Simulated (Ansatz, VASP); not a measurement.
# Cross-check of TiB2 between VASP and Ansatz, part 2 of 2

Aim: how closely do two programs agree when they are given the same cell, functional and k mesh? The cell is taken from a series of runs on this material, whose earlier steps may have relaxed, scaled, displaced or heated it; both programs get it as it stands.

VASP 6.6.1 and Ansatz 0.2.0.

So far: The structure; Ansatz: zone-centre phonons, PBEsol.

### 3. VASP: zone-centre phonons, PBEsol

Level of this step: PBEsol; plane waves and PAW (Ti_sv, B) (VASP).

The same cell, functional, mesh and smearing now go to VASP, with its own data sets.

Lines of VASP's logs that name or quote its potential files are left out, and so is its time.

File INCAR:

```
SYSTEM = TiB2
PREC = Accurate
ENCUT = 500
EDIFF = 1E-08
NELM = 120
ISMEAR = 1
SIGMA = 0.2
LREAL = .FALSE.
ALGO = Normal
GGA = PS
NBANDS = 15
LASPH = .TRUE.
LORBIT = 11
LWAVE = .FALSE.
LCHARG = .FALSE.
ISIF = 2
IBRION = 8
GGA_COMPAT = .FALSE.
KPAR = 2
```

File POSCAR:

```
TiB2
1.0
    3.0172551895      0.0000000000      0.0000000000
   -1.5086275948      2.6130196438      0.0000000000
    0.0000000000      0.0000000000      3.1847100654
Ti B
1 2
Direct
    0.0000000000      0.0000000000      0.0000000000
    0.3333333333      0.6666666667      0.5000000000
    0.6666666667      0.3333333333      0.5000000000
```

File KPOINTS:

```
Automatic mesh
0
Gamma
22 22 16
0 0 0
```

Potentials, in the order of the species: Ti_sv and B (PBE family, release 64).

On the command line:

```bash
$ mpirun -np 2 vasp_std
```

Numbers of over 12 decimals in the logs are rounded to 6 here.

The log of the run:

```text
[banner, memory and clock lines left out]
running    2 mpi-ranks, on    1 nodes
 distrk:  each k-point on    1 cores,    2 groups
 distr:  one band on    1 cores,    1 groups

 POSCAR found type information on POSCAR TiB
 POSCAR found :  2 types and       3 ions
|                                                                             |
|               ----> ADVICE to this user running VASP <----                  |
|                                                                             |
|     You enforced a specific xc type in the INCAR file but a different       |
|     [... a line on the potential file left out ...]
|     I HOPE YOU KNOW WHAT YOU ARE DOING!                                     |
|                                                                             |

 LDA part: xc-table for (Slater+PW92), standard interpolation
 POSCAR, INCAR and KPOINTS ok, starting setup
 FFT: planning ... GRIDC
 FFT: planning ... GRID_SOFT
 FFT: planning ... GRID
 WAVECAR not read
 entering main loop
       N       E                     dE             d eps       ncg     rms          rms(c)
DAV:   1     0.120511880160E+03    0.12051E+03   -0.89287E+03 14069   0.134E+03
DAV:   2    -0.232990290749E+02   -0.14381E+03   -0.13929E+03 14726   0.354E+02
DAV:   3    -0.306362605029E+02   -0.73372E+01   -0.72422E+01 20283   0.779E+01
DAV:   4    -0.308353867914E+02   -0.19913E+00   -0.19901E+00 17031   0.113E+01
DAV:   5    -0.308409104370E+02   -0.55236E-02   -0.55234E-02 20870   0.161E+00    0.176E+01
DAV:   6    -0.257776131016E+02    0.50633E+01   -0.20633E+01 19539   0.523E+01    0.389E+00
DAV:   7    -0.257909801448E+02   -0.13367E-01   -0.11464E+00 14817   0.121E+01    0.355E+00
DAV:   8    -0.257939424771E+02   -0.29623E-02   -0.86275E-02 23219   0.252E+00    0.694E-01
DAV:   9    -0.257922773753E+02    0.16651E-02   -0.29372E-02 17503   0.231E+00    0.198E-01
DAV:  10    -0.257920636653E+02    0.21371E-03   -0.32014E-03 17803   0.741E-01    0.108E-01
DAV:  11    -0.257920006801E+02    0.62985E-04   -0.20141E-04 19407   0.153E-01    0.586E-02
DAV:  12    -0.257919817912E+02    0.18889E-04   -0.70093E-05 17407   0.104E-01    0.151E-02
DAV:  13    -0.257919818348E+02   -0.43550E-07   -0.44793E-06 17629   0.190E-02    0.290E-03
DAV:  14    -0.257919816505E+02    0.18422E-06   -0.71369E-07 20583   0.906E-03    0.743E-04
DAV:  15    -0.257919817024E+02   -0.51866E-07   -0.27151E-08 13246   0.207E-03    0.392E-04
DAV:  16    -0.257919817206E+02   -0.18204E-07   -0.36966E-09  8427   0.702E-04    0.103E-04
DAV:  17    -0.257919817194E+02    0.11630E-08   -0.45391E-10  7461   0.288E-04
   1 F= -.25791982E+02 E0= -.25792157E+02  d E =0.525245E-03
 Linear response reoptimize wavefunctions to high precision
DAV:   1    -0.257919817194E+02    0.22737E-12   -0.11586E-10  9001   0.108E-04
 Linear response DOF=           4
 Linear response progress:
  Degree of freedom:   1/  4
       N       E                     dE             d eps       ncg     rms          rms(c)
RMM:   1    -0.694639662194E+00   -0.69464E+00    0.48487E+00 36303   0.135E+02
RMM:   2    -0.656182338357E+00    0.38457E-01   -0.33223E-01 60664   0.515E+00    0.183E-01
RMM:   3    -0.654403488798E+00    0.17788E-02   -0.22392E-02 71482   0.124E+00    0.812E-02
RMM:   4    -0.654137976983E+00    0.26551E-03   -0.12826E-02 80443   0.570E-01    0.187E-02
RMM:   5    -0.654968288347E+00   -0.83031E-03   -0.11824E-03 82461   0.195E-01    0.100E-02
RMM:   6    -0.655295793878E+00   -0.32751E-03   -0.30030E-04 85223   0.849E-02    0.446E-03
RMM:   7    -0.655479109087E+00   -0.18332E-03   -0.67400E-05 83318   0.383E-02    0.106E-03
RMM:   8    -0.655524065879E+00   -0.44957E-04   -0.20009E-05 87084   0.172E-02    0.229E-04
RMM:   9    -0.655527400380E+00   -0.33345E-05   -0.10827E-05 88673   0.891E-03    0.178E-04
RMM:  10    -0.655530820940E+00   -0.34206E-05   -0.73136E-06 88863   0.475E-03    0.183E-04
RMM:  11    -0.655536384217E+00   -0.55633E-05   -0.54964E-06 85780   0.293E-03    0.948E-05
RMM:  12    -0.655549659529E+00   -0.13275E-04   -0.44607E-06 78328   0.213E-03    0.267E-04
RMM:  13    -0.655541084659E+00    0.85749E-05   -0.31642E-06 80057   0.154E-03    0.958E-06
RMM:  14    -0.655540918082E+00    0.16658E-06   -0.25411E-06 88606   0.110E-03    0.147E-05
[...]
RMM:  18    -0.655541641918E+00    0.16854E-07   -0.10346E-06 82058   0.511E-04    0.104E-05
RMM:  19    -0.655541658922E+00   -0.17005E-07   -0.87977E-07 86772   0.443E-04    0.117E-05
RMM:  20    -0.655541701093E+00   -0.42171E-07   -0.75995E-07 82360   0.390E-04    0.163E-05
RMM:  21    -0.655541776204E+00   -0.75111E-07   -0.63982E-07 79506   0.347E-04    0.177E-05
RMM:  22    -0.655541793175E+00   -0.16970E-07   -0.53671E-07 75052   0.309E-04    0.205E-05
RMM:  23    -0.655541782857E+00    0.10317E-07   -0.45430E-07 70062   0.278E-04    0.239E-05
RMM:  24    -0.655541827625E+00   -0.44767E-07   -0.38463E-07 72369   0.252E-04    0.230E-05
RMM:  25    -0.655541860856E+00   -0.33231E-07   -0.32041E-07 77255   0.229E-04    0.215E-05
 first order change of Fermi-energy   0.18192E-03
 force on displaced ion       1 direction 1 : -15.165  -0.000   0.000
 Linear response progress:
  Degree of freedom:   2/  4
       N       E                     dE             d eps       ncg     rms          rms(c)
RMM:   1    -0.796286812902E+00   -0.79629E+00   -0.23028E+00 14375   0.132E+02
RMM:   2    -0.746048558346E+00    0.50238E-01   -0.31184E-01 23152   0.477E+00    0.200E-01
RMM:   3    -0.744962748085E+00    0.10858E-02   -0.23540E-02 27105   0.119E+00    0.903E-02
RMM:   4    -0.745393120691E+00   -0.43037E-03   -0.16551E-02 29822   0.586E-01    0.256E-02
RMM:   5    -0.746329393159E+00   -0.93627E-03   -0.15197E-03 31623   0.195E-01    0.201E-02
RMM:   6    -0.747681306646E+00   -0.13519E-02   -0.29549E-04 27786   0.987E-02    0.110E-02
RMM:   7    -0.747230821522E+00    0.45049E-03   -0.86058E-05 29636   0.436E-02    0.216E-03
RMM:   8    -0.747308896786E+00   -0.78075E-04   -0.30140E-05 32521   0.203E-02    0.587E-04
RMM:   9    -0.747325753816E+00   -0.16857E-04   -0.23611E-05 33426   0.104E-02    0.255E-04
RMM:  10    -0.747327927137E+00   -0.21733E-05   -0.14987E-05 33411   0.593E-03    0.153E-04
RMM:  11    -0.747330558082E+00   -0.26309E-05   -0.14549E-05 33110   0.370E-03    0.122E-04
RMM:  12    -0.747333598364E+00   -0.30403E-05   -0.11024E-05 32581   0.259E-03    0.711E-05
RMM:  13    -0.747339576315E+00   -0.59780E-05   -0.11053E-05 30985   0.199E-03    0.690E-05
RMM:  14    -0.747336681014E+00    0.28953E-05   -0.93541E-06 31878   0.156E-03    0.263E-05
RMM:  15    -0.747336935186E+00   -0.25417E-06   -0.89288E-06 33510   0.125E-03    0.309E-05
RMM:  16    -0.747337186402E+00   -0.25122E-06   -0.76255E-06 33839   0.104E-03    0.354E-05
RMM:  17    -0.747337281968E+00   -0.95566E-07   -0.74148E-06 33749   0.878E-04    0.410E-05
RMM:  18    -0.747337249170E+00    0.32799E-07   -0.65146E-06 32069   0.756E-04    0.466E-05
RMM:  19    -0.747337421397E+00   -0.17223E-06   -0.61678E-06 30839   0.657E-04    0.495E-05
RMM:  20    -0.747337591467E+00   -0.17007E-06   -0.55046E-06 29420   0.579E-04    0.488E-05
 first order change of Fermi-energy   0.21278E-02
 force on displaced ion       1 direction 3 :   0.000   0.000 -15.463
 Linear response progress:
  Degree of freedom:   3/  4
       N       E                     dE             d eps       ncg     rms          rms(c)
RMM:   1    -0.502603269916E-01   -0.50260E-01   -0.26557E-02152241   0.142E+00
RMM:   2    -0.447717648710E-01    0.54886E-02   -0.28266E-03127063   0.371E-01    0.166E-01
RMM:   3    -0.446138905177E-01    0.15787E-03   -0.11128E-03128628   0.188E-01    0.822E-02
RMM:   4    -0.451759313725E-01   -0.56204E-03   -0.78330E-04128089   0.144E-01    0.900E-03
RMM:   5    -0.451664383966E-01    0.94930E-05   -0.14289E-04155081   0.544E-02    0.332E-03
RMM:   6    -0.451903899614E-01   -0.23952E-04   -0.32815E-05162123   0.233E-02    0.142E-03
RMM:   7    -0.451835656808E-01    0.68243E-05   -0.60037E-06158061   0.974E-03    0.452E-04
RMM:   8    -0.451892520477E-01   -0.56864E-05   -0.14744E-06161531   0.473E-03    0.232E-04
RMM:   9    -0.451875112025E-01    0.17408E-05   -0.36553E-07161719   0.232E-03    0.724E-05
RMM:  10    -0.451879695472E-01   -0.45834E-06   -0.26122E-07163700   0.117E-03    0.180E-05
RMM:  11    -0.451879745478E-01   -0.50006E-08   -0.93258E-08167128   0.605E-04    0.152E-05
 first order change of Fermi-energy   0.57806E-04
 force on displaced ion       2 direction 1 : -20.025   0.001   0.000
 Linear response progress:
  Degree of freedom:   4/  4
       N       E                     dE             d eps       ncg     rms          rms(c)
RMM:   1    -0.462761339038E-01   -0.46276E-01    0.11007E-02 47002   0.175E+00
RMM:   2    -0.443350439273E-01    0.19411E-02   -0.24740E-03 43312   0.353E-01    0.126E-01
RMM:   3    -0.442883613622E-01    0.46683E-04   -0.10421E-03 44394   0.186E-01    0.614E-02
RMM:   4    -0.447234010232E-01   -0.43504E-03   -0.55323E-04 45276   0.128E-01    0.122E-02
RMM:   5    -0.447691585953E-01   -0.45758E-04   -0.12000E-04 51728   0.545E-02    0.360E-03
RMM:   6    -0.447973077772E-01   -0.28149E-04   -0.23449E-05 53680   0.243E-02    0.143E-03
RMM:   7    -0.447849014975E-01    0.12406E-04   -0.52497E-06 52677   0.112E-02    0.550E-04
RMM:   8    -0.447876231935E-01   -0.27217E-05   -0.11635E-06 54060   0.566E-03    0.163E-04
RMM:   9    -0.447876431728E-01   -0.19979E-07   -0.23867E-06 54163   0.275E-03    0.126E-04
RMM:  10    -0.447875859518E-01    0.57221E-07   -0.19981E-06 52955   0.144E-03    0.902E-05
RMM:  11    -0.447880783825E-01   -0.49243E-06   -0.12633E-06 53159   0.734E-04    0.446E-05
RMM:  12    -0.447880480029E-01    0.30380E-07   -0.80990E-07 55250   0.395E-04    0.103E-05
RMM:  13    -0.447880131910E-01    0.34812E-07   -0.53219E-07 54095   0.211E-04    0.190E-05
RMM:  14    -0.447880087228E-01    0.44682E-08   -0.33266E-07 52167   0.124E-04    0.150E-05
RMM:  15    -0.447880052978E-01    0.34250E-08   -0.19701E-07 55283   0.640E-05    0.106E-05
RMM:  16    -0.447880041115E-01    0.11863E-08   -0.13401E-07 54837   0.344E-05    0.108E-05
RMM:  17    -0.447880009427E-01    0.31688E-08   -0.84294E-08 51270   0.217E-05    0.614E-06
 first order change of Fermi-energy  -0.25252E-03
 force on displaced ion       2 direction 3 :  -0.000   0.000 -10.079
 Linear response finished
```

Parts of OUTCAR (step 3):

```text
ion  position               nearest neighbor table
   1  0.000  0.000  0.000-   2 2.36   3 2.36   2 2.36   3 2.36   3 2.36   3 2.36   2 2.36   2 2.36
                             3 2.36   3 2.36   2 2.36   2 2.36
   2  0.333  0.667  0.500-   3 1.74   3 1.74   3 1.74   1 2.36   1 2.36   1 2.36   1 2.36   1 2.36
                             1 2.36
   3  0.667  0.333  0.500-   2 1.74   2 1.74   2 1.74   1 2.36   1 2.36   1 2.36   1 2.36   1 2.36
                             1 2.36

  LATTYP: Found a hexagonal cell.
 ALAT       =     3.0172551895
 C/A-ratio  =     1.0554990763

 Subroutine GETGRP returns: Found 24 space group operations
 (whereof 24 operations were pure point group operations)

The static configuration has the point symmetry D_6h.

 Found    468 irreducible k-points:

   k-points           NKPTS =    468   k-points in BZ     NKDIM =    468   number of bands    NBANDS=     15

   dimension x,y,z NGX =    24 NGY =   24 NGZ =   24
   dimension x,y,z NGXF=    48 NGYF=   48 NGZF=   48

   ENCUT  =  500.0 eV  36.75 Ry    6.06 a.u.   5.50  5.50  5.81*2*pi/ulx,y,z

   NELECT =      18.0000    total number of electrons

 k-points in reciprocal lattice and weights: Automatic mesh
   0.00000000  0.00000000  0.00000000       0.000
   0.04545455  0.00000000  0.00000000       0.001
   0.09090909  0.00000000  0.00000000       0.001
   0.13636364  0.00000000  0.00000000       0.001
   0.18181818  0.00000000  0.00000000       0.001
   0.22727273  0.00000000  0.00000000       0.001
   0.27272727  0.00000000  0.00000000       0.001
   0.31818182  0.00000000  0.00000000       0.001
   0.36363636  0.00000000  0.00000000       0.001
[...]
0.36363636  0.27272727  0.50000000       0.001
   0.31818182  0.31818182  0.50000000       0.001

 average (electrostatic) potential at core
       1 -70.4178       2 -22.1717       3 -22.1717

  Total        0.0660144      0.0660144      0.0467929     -0.0000000      0.0000000      0.0000000
  in kB        4.2123518      4.2123518      2.9858389     -0.0000000      0.0000000      0.0000000
  external PRESSURE =       3.8035142 kB  Pullay stress =       0.0000000 kB

  energy-cutoff  :      500.00
  volume of cell :       25.11
      direct lattice vectors                 reciprocal lattice vectors
     3.017255190  0.000000000  0.000000000     0.331427054  0.191349499  0.000000000
    -1.508627595  2.613019644  0.000000000     0.000000000  0.382698998  0.000000000
     0.000000000  0.000000000  3.184710065     0.000000000  0.000000000  0.314000326

 POSITION                                       TOTAL-FORCE (eV/Angst)
 -----------------------------------------------------------------------------------
      0.00000      0.00000      0.00000        -0.000000      0.000000     -0.000000
     -0.00000      1.74201      1.59236         0.000000     -0.000000      0.000000
      1.50863      0.87101      1.59236        -0.000000      0.000000     -0.000000
 -----------------------------------------------------------------------------------
    total drift:                               -0.000000      0.000000      0.000000

 Eigenvectors and eigenvalues of the dynamical matrix
 ----------------------------------------------------

   1 f  =   27.101102 THz   170.281249 2PiTHz  903.995472 cm-1   112.081103 meV
             X         Y         Z           dx          dy          dz
      0.000000  0.000000  0.000000     0.000000   -0.000000   -0.000000
     -0.000000  1.742013  1.592355     0.535493   -0.461787    0.000000
      1.508628  0.871007  1.592355    -0.535493    0.461787    0.000000

   2 f  =   27.101102 THz   170.281249 2PiTHz  903.995472 cm-1   112.081103 meV
             X         Y         Z           dx          dy          dz
      0.000000  0.000000  0.000000     0.000000   -0.000000   -0.000000
     -0.000000  1.742013  1.592355     0.461787    0.535493    0.000000
      1.508628  0.871007  1.592355    -0.461787   -0.535493   -0.000000

   3 f  =   16.761800 THz   105.317499 2PiTHz  559.113482 cm-1    69.321206 meV
             X         Y         Z           dx          dy          dz
      0.000000  0.000000  0.000000    -0.000000    0.000000    0.000000
     -0.000000  1.742013  1.592355     0.000000   -0.000000   -0.707107
      1.508628  0.871007  1.592355     0.000000   -0.000000    0.707107

   4 f  =   15.926975 THz   100.072137 2PiTHz  531.266708 cm-1    65.868647 meV
             X         Y         Z           dx          dy          dz
      0.000000  0.000000  0.000000    -0.000000    0.000000    0.557818
     -0.000000  1.742013  1.592355     0.000000   -0.000000   -0.586872
      1.508628  0.871007  1.592355     0.000000   -0.000000   -0.586872

   5 f  =   15.758800 THz    99.015462 2PiTHz  525.656993 cm-1    65.173132 meV
             X         Y         Z           dx          dy          dz
      0.000000  0.000000  0.000000    -0.422798    0.364609   -0.000000
     -0.000000  1.742013  1.592355     0.444263   -0.383120    0.000000
      1.508628  0.871007  1.592355     0.444263   -0.383120    0.000000

   6 f  =   15.758800 THz    99.015462 2PiTHz  525.656993 cm-1    65.173132 meV
             X         Y         Z           dx          dy          dz
      0.000000  0.000000  0.000000     0.364609    0.422798    0.000000
     -0.000000  1.742013  1.592355    -0.383120   -0.444263   -0.000000
      1.508628  0.871007  1.592355    -0.383120   -0.444263   -0.000000

   7 f/i=    0.001075 THz     0.006752 2PiTHz    0.035847 cm-1     0.004444 meV
             X         Y         Z           dx          dy          dz
      0.000000  0.000000  0.000000    -0.000000    0.000000   -0.829963
     -0.000000  1.742013  1.592355    -0.000000    0.000000   -0.394437
      1.508628  0.871007  1.592355    -0.000000    0.000000   -0.394437

   8 f/i=    0.010199 THz     0.064080 2PiTHz    0.340190 cm-1     0.042178 meV
             X         Y         Z           dx          dy          dz
      0.000000  0.000000  0.000000    -0.789985   -0.253429    0.000000
     -0.000000  1.742013  1.592355    -0.375908   -0.120592    0.000000
      1.508628  0.871007  1.592355    -0.375908   -0.120592    0.000000

   9 f/i=    0.010199 THz     0.064080 2PiTHz    0.340190 cm-1     0.042178 meV
             X         Y         Z           dx          dy          dz
      0.000000  0.000000  0.000000    -0.253429    0.789985    0.000000
     -0.000000  1.742013  1.592355    -0.120592    0.375908    0.000000
      1.508628  0.871007  1.592355    -0.120592    0.375908    0.000000

 ELASTIC MODULI CONTR FROM IONIC RELAXATION (kBar)
 Direction    XX          YY          ZZ          XY          YZ          ZX
 --------------------------------------------------------------------------------
 XX         -53.3464     53.3464     -0.0000      0.0000     -0.0000      0.0000
 YY          53.3464    -53.3464      0.0000      0.0000      0.0000     -0.0000
 ZZ          -0.0000      0.0000     -0.0000      0.0000     -0.0000      0.0000
 XY           0.0000      0.0000      0.0000    -53.3464      0.0000     -0.0000
 YZ          -0.0000      0.0000     -0.0000      0.0000     -0.0000      0.0000
 ZX           0.0000     -0.0000      0.0000     -0.0000      0.0000     -0.0000
 --------------------------------------------------------------------------------
```

### 4. Side by side

Known differences besides the potentials themselves: VASP's run holds the zone centre alone; the cutoff is 340 eV in Ansatz and 500 eV in VASP; Ansatz makes its cores anew for this functional, VASP keeps those of its PBE data sets; Ansatz's log warns that its cutoff lies below the recommended one. Total energies have different zeros and are not compared.

Compared:

| quantity | Ansatz | VASP | difference |
| --- | --- | --- | --- |
| optical mode 1 to 2 (cm⁻¹) | 526.3 | 525.7 | +0.13 % |
| optical mode 3 (cm⁻¹) | 530.9 | 531.3 | -0.07 % |
| optical mode 4 (cm⁻¹) | 559.7 | 559.1 | +0.10 % |
| optical mode 5 to 6 (cm⁻¹) | 897.0 | 904.0 | -0.78 % |

Modes are paired by rising frequency, not by their patterns, so a pair may set unlike modes beside each other; they are those without the splitting of longitudinal modes.

### 5. Results

```
r.m.s. difference of the optical zone-centre modes, each program's sorted by frequency (zone-centre phonons, PBEsol) : 4.1 cm⁻¹
difference in optical mode 5 to 6 (zone-centre phonons, PBEsol)                                                      : -0.8 %
```

In words: The r.m.s. difference of the optical zone-centre modes, each program's sorted by frequency is 4.1 cm⁻¹ (zone-centre phonons, PBEsol). Among the rows given in per cent, the largest difference of the zone-centre phonons, PBEsol pair is in optical mode 5 to 6, -0.8 %. Such differences can come from data sets, numerical settings and the points named under the comparisons, not from the functional's error against experiment.

[Lines on the potential files, build, host, timing and source positions are cut from VASP's logs without a mark.]

[Logs are printed without paths, hosts, clocks, repeated set-up lines and the standing remarks that a program may print on its own settings, such as how far it seeks lower states.]

[Hosts, paths, dates, database ids (printed as entryN), source tags and the programs' standing remarks are cut or masked in the printed files.]
